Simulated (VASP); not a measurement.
```yaml
crystal:
  lattice:
    - [4.33641, 0.00000, 0.00000]
    - [0.00000, 4.33641, 0.00000]
    - [0.00000, 0.00000, 3.01937]
  atoms:
    - { symbol: Zn, position: [0.00000, 0.00000, 0.00000] }
    - { symbol: Zn, position: [0.50000, 0.50000, 0.50000] }
    - { symbol: F, position: [0.30327, 0.30327, 0.00000] }
    - { symbol: F, position: [0.80327, 0.19673, 0.50000] }
    - { symbol: F, position: [0.19673, 0.80327, 0.50000] }
    - { symbol: F, position: [0.69673, 0.69673, 0.00000] }
```

Computed with LDA (Ceperley-Alder, Perdew-Zunger), VASP's LDA PAW potentials (set 64) (plane waves; VASP 6.6.1). Run with 620 eV cut-off, 5×5×7 Γ-centred mesh, Gaussian smearing of 0.050 eV, potentials Zn F.

### Question
What does the run give for the energy per atom (σ→0), pressure, band gap (on the k-mesh) with the smallest direct gap where there is one?

### Answer

band gap (on the k-mesh): 3.64 eV
smallest direct gap (on the k-mesh): 3.64 eV
energy per atom (σ→0): -4.371 eV/atom
pressure: 29.97 GPa

Total energies compare only between runs with the same potentials, cut-off and functional.

The compound is ZnF2 in the rutile structure. It was relaxed first under an external pressure of 30 GPa.
